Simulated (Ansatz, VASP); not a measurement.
# Cross-check of Pt (Pt(111) film of 2 layers) between VASP and Ansatz

Wanted: the spread between two codes on one cell, functional and k mesh. Of the first pair: The structure shown is the end of the Ansatz relaxation below.

Main program and level: Ansatz 0.2.0; plane waves, with VASP 6.6.1 beside it; single point at LDA.

## (1) The starting structure

The cell holds 2 atoms: 2 Pt. Its edges and angles: a = 2.640 Å, b = 2.640 Å, c = 28.326 Å, α = 90.0°, β = 90.0°, γ = 120.0°. It derives from Pt. Vacuum lies along c.

## (2) Ansatz: relaxation, LDA

Ansatz runs on its default PAW (the set named soft_2) files.

This run makes the geometry at which the two programs are then compared.

The input, input.yaml:

```yaml
crystal:
  lattice:
    - [2.6397576418, 0.0, 0.0]
    - [-1.3198788209, 2.2860971776, 0.0]
    - [0.0, 0.0, 28.3264248055]
  atoms:
    - { symbol: Pt, position: [0.0, 0.0, 0.192781249] }
    - { symbol: Pt, position: [0.3333333333, 0.6666666667, 0.2754462132] }
  periodic: [true, true, false]
kpoints:
  mp_grid: { grid: [12, 12, 1] }
hamiltonian:
  xc: lda
scf:
  occupations: { method: methfessel_paxton, width: 0.2 }
output:
  forces: true
  stress: true
  eigenvalues: true
relax:
  adjacent_minimum: "off"
  f_tol: 0.001
  max_steps: 60
  cell: { stress_2d_tol: 0.002 }
```

Launch:

```bash
ansatz run input.yaml --threads 4 --pin off --max-ram 16384MiB --backend cpu --events-out ev --progress --plain --runs-dir out
```

Numbers of over 12 decimals in the logs are rounded to 6 here.

What it wrote:

```text
Engine: ansatz 0.2.0, aarch64-unknown-linux-gnu
Pseudopotentials: kind: paw
Pseudopotential: Pt, paw, valence charge 18, recommended cutoff 420 eV (normal), Pt.paw.azcp
Functional definition: SPW92
  exchange = slater_x
  correlation = pw_c
Crystal: 2 atoms, lattice volume = 170.943 Å³
Basis set: ecut = 420 eV, 3425 PW (Γ)
Bands: 22, of which v1, the nominal top of the filled ones, is band 18 counted from 1 (17 counted from 0)
Symmetry: 12 space group operations
Space group: P-3m1 (ITA 164), of the structure as read, at distance tolerance 5.5e-5 Å
k-points: 19 of 144
Non-local potential: Pt, projectors of the file, l = 0: 3, l = 1: 2, l = 2: 2, l = 3: 1
PAW form: soft (Blöchl's): semilocal exchange-correlation on the pseudo side does not see the compensation charge
PAW frozen core: Pt, regenerated for the run's functional, and the local potential with it (the file was generated under x = pbe(κ = 0.804, μ = 0.219515), c = pbe(β = 0.066725))
PAW one-centre angular grid: Pt, 590 points (default); XC on 64 Gauss nodes
Initial density: superposition of atomic densities (neutral atoms: chi_scale 0, normalization atom), corrected by the library's trained network
Initial wavefunctions: pseudopotential atomic-orbital guess
Functional: x = slater, c = lda
SCF iter   1: F=—  HF=-24488.529713 eV  |F-HF|=—  |Δ(HF+E_count)|=         —  Δρ=4.48e-3  dr2=3.16e-2  ethr=1.77e-3  ⟨swp⟩=12.5  Hψ=3511  notcnv=0
preconditioner: auto → LDOS  [metal: Δε(μ)=0.038 eV  Ē_g=7.877 eV  σ=0.200 eV  W_gap=0.16  n_scr=18 (ndim 8)  ℏωp=12.7 eV  f_vac=0.770  D(μ)=3.86/eV (n_scr^D=18)  β→1.0]
SCF iter   2: F=—  HF=-24488.530431 eV  |F-HF|=—  |Δ(HF+E_count)|=   7.17e-4  S|Δr|=    0.00e0  Δρ=2.99e-3  dr2=2.40e-2  ethr=8.78e-5  ⟨swp⟩=4.1  Hψ=1355  notcnv=0
SCF iter   3: F=—  HF=-24488.525832 eV  |F-HF|=—  |Δ(HF+E_count)|=   4.60e-3  S|Δr|=    0.00e0  Δρ=5.44e-4  dr2=2.10e-3  ethr=6.66e-5  ⟨swp⟩=3.2  Hψ=793  notcnv=0
SCF iter   4: F=—  HF=-24488.525573 eV  |F-HF|=—  |Δ(HF+E_count)|=   2.59e-4  S|Δr|=    0.00e0  Δρ=1.80e-4  dr2=4.76e-5  ethr=5.84e-6  ⟨swp⟩=3.4  Hψ=989  notcnv=0
SCF iter   5: F=—  HF=-24488.525618 eV  |F-HF|=—  |Δ(HF+E_count)|=   4.45e-5  S|Δr|=    0.00e0  Δρ=3.65e-5  dr2=1.90e-6  ethr=1.32e-7  ⟨swp⟩=3.7  Hψ=982  notcnv=0
SCF iter   6: F=—  HF=-24488.525622 eV  |F-HF|=—  |Δ(HF+E_count)|=   4.21e-6  S|Δr|=    0.00e0  Δρ=1.09e-5  dr2=1.17e-7  ethr=5.28e-9  ⟨swp⟩=3.9  Hψ=1011  notcnv=0
SCF iter   7: F=-24488.525622 eV  HF=-24488.525622 eV  |F-HF|=8.91e-10  |Δ(HF+E_count)|=   1.97e-7  S|Δr|=    0.00e0  Δρ=2.55e-6  dr2=1.59e-8  ethr=2.78e-10  ⟨swp⟩=16.3  Hψ=2956  notcnv=0
SCF 1 converged in 7 iterations: F = -24488.525622 eV  dr2 = 1.59e-8
  greatest PAW one-centre occupation: 1.000 electrons in one spin orbital (limit 2), on the Pt atom at site 1 (counted from 0), in its partial waves of l = 0
relax step   1: F+E_penalty+E_count = -24488.52562219 eV  Δ(F+E_penalty+E_count) = +0.000e0 eV  max|allowed force component| = 2.717e-3 eV/Å  Δτ_max = 0.0000 Å  P = -0.001 N/m  Ω = 170.943 Å³  fix = [c, alpha, beta]  reactions: c -0.000 N/m  (7 SCF iters, dr2 threshold 1.00e-7 eV, accepted)
[...]
relax step   2: F+E_penalty+E_count = -24488.52562137 eV  Δ(F+E_penalty+E_count) = +8.264e-7 eV  max|allowed force component| = 4.281e-3 eV/Å  Δτ_max = 0.0005 Å  P = +0.013 N/m  Ω = 170.945 Å³  energy of the carried Pulay correction = -1.396e-7 eV  fix = [c, alpha, beta]  (5 SCF iters, dr2 threshold 4.61e-10 eV, rejected (line search))
[...]
relax step   3: F+E_penalty+E_count = -24488.52562250 eV  Δ(F+E_penalty+E_count) = -3.101e-7 eV  max|allowed force component| = 7.847e-7 eV/Å  Δτ_max = 0.0002 Å  P = +0.001 N/m  Ω = 170.946 Å³  energy of the carried Pulay correction = -2.098e-7 eV  fix = [c, alpha, beta]  reactions: c +0.000 N/m  (8 SCF iters, accepted)
[...]
relax step   4: F+E_penalty+E_count = -24488.52562250 eV  Δ(F+E_penalty+E_count) = +9.459e-11 eV  max|allowed force component| = 8.039e-7 eV/Å  Δτ_max = 0.0000 Å  P = +0.001 N/m  Ω = 170.946 Å³  fix = [c, alpha, beta]  reactions: c +0.000 N/m  stress off target by 9.59e-4 N/m on what of the cell is left free  SCF on the basis re-selected at this cell (its energy is not comparable with the rows above)  (11 SCF iters)
basis re-selected at this cell: Δ(F+E_penalty+E_count) = +9.459e-11 eV, ΔP = +0.000 N/m vs the last step (what re-selecting the basis moved, of the pressure what is left beyond the Pulay correction that the steps carried, after the strain that the cell walked since its last selection, with what the two solves' SCF thresholds leave and, on support functions, any second-order correction that the steps lacked; it is no  [...]
SCF converged after 11 iterations
Stability not checked: this state was not tested for a lower state beside it, because cold or Methfessel-Paxton smearing, or corrected tetrahedra, fill the levels in a way that the test cannot read (fill_not_monotonic; see scf.lower_state_search)
Free energy (F): -24488.525623 eV
Harris-Foulkes:  -24488.525623 eV  (|F-HF|=2.55e-11)
Internal energy: -24488.520668 eV  (E = F + TS)
E sigma→0 (E₀):  -24488.524384 eV
Entropy (-TS):   -0.004954 eV (-2.477 meV/atom)
Fermi energy:    -5.927328 eV
Step filling:    the computed levels leave a gap of 0.0055 eV = 0.0 smearing widths at the electron count; against every level under it full and every level over it empty, smearing changes F+E_penalty+E_count by -3.559 meV and its σ→0 estimate by -2.321 meV
--- Per-component energies (eV) ---
  E_band       = -1302.805867
  E_kinetic    = 1277.981262
  E_local      = -112751.621769  (includes V_loc(G=0)·N_el)
  E_nonlocal   = 414.660501
  E_hartree    = 55475.787924
  E_xc         = -519.949073
  E_vxc        = -604.379508  (∫ρ·V_xc dr)
  E_paw        = -18355.975362  (= ΣΔE_a)
  E_vpaw       = -591.022558  (= ΣTr[D̂ρ^β])
  E_aug_tail   = 0.000351  (compensation charges beyond the density's cutoff)
  E_ewald      = 49969.667760
  E_core_change = 0.927739  (= ΣΔE_core)
  E_smearing   = -0.004954  (= −TS)
  E_closure    = 0.000000  (closes the sum)
  Σ components = -24488.525623   (vs F -24488.525623, Δ=0.00e0)
--- Forces (eV/Å), atoms counted from 1 ---
  atom   1  Pt     0.00000000    -0.00000000     0.00000080
  atom   2  Pt     0.00000000     0.00000000    -0.00000080
  max |Σ_I F_I| component: 1.16e-18 eV/Å
--- 2D stress c σ (N/m, compression-positive) ---
        0.000959       0.000000      -0.000000
        0.000000       0.000959      -0.000000
       -0.000000      -0.000000       0.000000
  P = ½ c Tr σ = 0.0010 N/m
--- Band table (eV; the first three rows and the last of 19) ---
  k-point 0: bands = [... 14 lower, -9.3221, -7.7918, -6.7774, -6.7774, -5.9020, -5.9020, -5.4870, -0.3657]
  k-point 1: bands = [... 14 lower, -9.1029, -8.0541, -6.9625, -6.8774, -6.5283, -5.9075, -4.2944, -0.1868]
  k-point 2: bands = [... 14 lower, -8.6266, -8.4835, -7.7462, -7.0995, -6.1285, -5.9447, -2.8530, 0.3409]
  k-point 18: bands = [... 14 lower, -9.2933, -7.7279, -6.4769, -6.4769, 0.3329, 0.3329, 2.0772, 3.0962]
--- Relaxed structure (3 steps of the walk, 2 accepted, 1 SCFs on fresh bases) ---
  F+E_penalty+E_count = -24488.52562250 eV   max|allowed force component| = 8.039e-7 eV/Å   (the final SCF, on the basis selected at the relaxed cell)
  cell:  # Å, volume = 170.9462 Å³
    - [2.639785, 0.0, 0]
    - [-1.319892, 2.286121, 0]
    - [0, 0, 28.3264248055]
  atoms:
    - { symbol: Pt, position: [9.257137392507643e-18, -5.08852219630634e-17, 0.192788] }
    - { symbol: Pt, position: [0.333333, 0.666667, 0.275440] }
```

## (3) VASP: single point, LDA, relaxed cell, pair 1

The same cell, functional (in two slightly different forms), mesh and smearing now go to VASP, with its own data sets.

Lines of VASP's logs that name or quote its potential files are left out, and so is its time.

The input, INCAR:

```
SYSTEM = Pt
PREC = Accurate
ENCUT = 400
EDIFF = 1E-06
NELM = 120
ISMEAR = 1
SIGMA = 0.2
LREAL = .FALSE.
ALGO = Normal
GGA = CA
NBANDS = 16
LASPH = .TRUE.
LORBIT = 11
LWAVE = .FALSE.
LCHARG = .FALSE.
ISIF = 2
LDIPOL = .TRUE.
IDIPOL = 3
DIPOL = 0.5 0.5 0.234
LVHAR = .TRUE.
GGA_COMPAT = .FALSE.
NELMDL = -8
KPAR = 2
```

The input, POSCAR:

```
Pt
1.0
    2.6397849643      0.0000000000      0.0000000000
   -1.3198924822      2.2861208396      0.0000000000
    0.0000000000      0.0000000000     28.3264248055
Pt
2
Direct
    0.0000000000      0.0000000000      0.1927878955
    0.3333333333      0.6666666667      0.2754395667
```

The input, KPOINTS:

```
Automatic mesh
0
Gamma
12 12 1
0 0 0
```

PAW data sets: Pt (LDA family, release 64).

Launch:

```bash
mpirun -np 2 vasp_std
```

What it wrote:

```text
[banner, memory and clock lines left out]
running    2 mpi-ranks, on    1 nodes
 distrk:  each k-point on    1 cores,    2 groups
 distr:  one band on    1 cores,    1 groups

 POSCAR found type information on POSCAR Pt
 POSCAR found :  1 types and       2 ions
 LDA part: xc-table for (Slater(with rela. corr.)+CA(PZ))
 , standard interpolation
 POSCAR, INCAR and KPOINTS ok, starting setup
 FFT: planning ... GRIDC
 FFT: planning ... GRID_SOFT
 FFT: planning ... GRID
 WAVECAR not read
 entering main loop
       N       E                     dE             d eps       ncg     rms          rms(c)
DAV:   1     0.122541425149E+03    0.12254E+03   -0.65161E+03   616   0.771E+02
DAV:   2    -0.908196320751E+01   -0.13162E+03   -0.12244E+03   904   0.171E+02
DAV:   3    -0.143202605996E+02   -0.52383E+01   -0.51576E+01   720   0.426E+01
DAV:   4    -0.143806852218E+02   -0.60425E-01   -0.60153E-01   888   0.488E+00
DAV:   5    -0.143817545423E+02   -0.10693E-02   -0.10693E-02   840   0.561E-01
DAV:   6    -0.143817903949E+02   -0.35853E-04   -0.35852E-04   952   0.871E-02
DAV:   7    -0.143817910547E+02   -0.65971E-06   -0.65968E-06   784   0.679E-03
DAV:   8    -0.143817911067E+02   -0.52089E-07   -0.52222E-07   672   0.152E-03    0.173E+01
DAV:   9    -0.136436382721E+02    0.73815E+00   -0.19147E+00   776   0.104E+01    0.935E+00
DAV:  10    -0.135717461979E+02    0.71892E-01   -0.21423E-01   696   0.325E+00    0.210E+00
DAV:  11    -0.135640369854E+02    0.77092E-02   -0.21639E-02   832   0.993E-01    0.134E-01
DAV:  12    -0.135638789953E+02    0.15799E-03   -0.13339E-03   800   0.252E-01    0.469E-02
DAV:  13    -0.135638921314E+02   -0.13136E-04   -0.60040E-05   832   0.485E-02    0.141E-02
DAV:  14    -0.135638954866E+02   -0.33552E-05   -0.66431E-06   776   0.150E-02    0.461E-03
DAV:  15    -0.135638969569E+02   -0.14703E-05   -0.14161E-06   616   0.726E-03    0.178E-03
DAV:  16    -0.135638990923E+02   -0.21355E-05   -0.94181E-07   576   0.389E-03    0.128E-03
DAV:  17    -0.135639003253E+02   -0.12330E-05   -0.45836E-07   512   0.278E-03    0.920E-04
DAV:  18    -0.135639029658E+02   -0.26405E-05   -0.24724E-07   544   0.153E-03    0.978E-04
DAV:  19    -0.135639042223E+02   -0.12565E-05   -0.51481E-08   584   0.717E-04    0.254E-04
DAV:  20    -0.135639054582E+02   -0.12358E-05   -0.79577E-08   576   0.657E-04    0.619E-05
DAV:  21    -0.135639056788E+02   -0.22066E-06   -0.60105E-09   568   0.253E-04
   1 F= -.13563906E+02 E0= -.13562220E+02  d E =-.505566E-02
```

From OUTCAR (step 3):

```text
ion  position               nearest neighbor table
   1  0.000  0.000  0.193-   2 2.79   2 2.79   2 2.79
   2  0.333  0.667  0.275-   1 2.79   1 2.79   1 2.79

  LATTYP: Found a hexagonal cell.
 ALAT       =     2.6397849643
 C/A-ratio  =    10.7305804028

 Subroutine GETGRP returns: Found 12 space group operations
 (whereof  6 operations were pure point group operations)

The static configuration has the point symmetry C_3v.
 The point group associated with its full space group is D_3d.

 Found     19 irreducible k-points:

   k-points           NKPTS =     19   k-points in BZ     NKDIM =     19   number of bands    NBANDS=     16

   dimension x,y,z NGX =    18 NGY =   18 NGZ =  192
   dimension x,y,z NGXF=    36 NGYF=   36 NGZF=  384

   ENCUT  =  400.0 eV  29.40 Ry    5.42 a.u.   4.30  4.30 46.19*2*pi/ulx,y,z

   NELECT =      20.0000    total number of electrons

 k-points in reciprocal lattice and weights: Automatic mesh
   0.00000000  0.00000000  0.00000000       0.007
   0.08333333  0.00000000  0.00000000       0.042
   0.16666667  0.00000000  0.00000000       0.042
   0.25000000  0.00000000  0.00000000       0.042
   0.33333333  0.00000000  0.00000000       0.042
   0.41666667 -0.00000000  0.00000000       0.042
   0.50000000  0.00000000  0.00000000       0.021
   0.08333333  0.08333333  0.00000000       0.042
   0.16666667  0.08333333  0.00000000       0.083
[...]
0.33333333  0.25000000  0.00000000       0.083
   0.33333333  0.33333333  0.00000000       0.014

 dipolmoment           0.000000      0.000000      0.000001 electrons x Angstroem

 average (electrostatic) potential at core
       1 -76.8504       2 -76.8504

 E-fermi :  -2.9433

 k-point     1 :       0.0000    0.0000    0.0000
  band No.  band energies     occupation
    ...
      8      -4.7884      2.00000
      9      -3.7888      2.00000
     10      -3.7888      2.00000
     11      -2.9143      0.75745
     12      -2.9143      0.75744
     13      -2.4878     -0.00590
     14       2.6154      0.00000
     15       2.8544      0.00000
     16       3.2377      0.00000

 k-point     2 :       0.0833    0.0000    0.0000
  band No.  band energies     occupation
    ...
      8      -5.0565      2.00000
      9      -3.9708      2.00000
     10      -3.8890      2.00000
     11      -3.5346      2.00024
     12      -2.9198      0.80219
     13      -1.2985     -0.00000
     14       2.7956      0.00000
     15       3.0667      0.00000
     16       3.4503      0.00000

 k-point     3 :       0.1667    0.0000    0.0000
  band No.  band energies     occupation
    ...
      8      -5.5120      2.00000
      9      -4.7545      2.00000
     10      -4.1123      2.00000
     11      -3.1281      2.03061
     12      -2.9570      1.11569
     13       0.1435     -0.00000
     14       3.3270      0.00000
     15       3.6943      0.00000
     16       4.0845      0.00000

  Total        0.1538386      0.1538386      0.0308957     -0.0000000      0.0000000      0.0000000
  in kB        1.4418381      1.4418381      0.2895672     -0.0000000      0.0000000      0.0000000
  external PRESSURE =       1.0577478 kB  Pullay stress =       0.0000000 kB

  energy-cutoff  :      400.00
  volume of cell :      170.95
      direct lattice vectors                 reciprocal lattice vectors
     2.639784964  0.000000000  0.000000000     0.378818735  0.218711098  0.000000000
    -1.319892482  2.286120840  0.000000000     0.000000000  0.437422197  0.000000000
     0.000000000  0.000000000 28.326424806     0.000000000  0.000000000  0.035302726

 POSITION                                       TOTAL-FORCE (eV/Angst)
 -----------------------------------------------------------------------------------
      0.00000      0.00000      5.46099         0.000000      0.000000     -0.024190
     -0.00000      1.52408      7.80222         0.000000      0.000000      0.024190
 -----------------------------------------------------------------------------------
    total drift:                               -0.000000     -0.000000      0.000013

  FREE ENERGIE OF THE ION-ELECTRON SYSTEM (eV)
  ---------------------------------------------------
  free  energy   TOTEN  =       -13.5639056788 eV

  energy  without entropy=      -13.5588500176  energy(sigma->0) =      -13.56222046

 vacuum level on the upper side and lower side of the slab         2.991         2.991

 total charge
# of ion       s       p       d       tot
------------------------------------------
    1        0.679   0.571   8.078   9.328
    2        0.679   0.571   8.078   9.328
--------------------------------------------------
tot          1.359   1.142  16.155  18.656

[... 3 further parts left out ...]
```

The run ends at a pressure of 0.11 GPa, with forces up to 0.024 eV/Å.

[end of part 1 of 2]

[Lines on the potential files, build, host, timing and source positions are cut from VASP's logs without a mark.]

[Logs are printed without paths, hosts, clocks, repeated set-up lines and the standing remarks that a program may print on its own settings, such as how far it seeks lower states.]

[Hosts, paths, dates, database ids (printed as entryN), source tags and the programs' standing remarks are cut or masked in the printed files.]
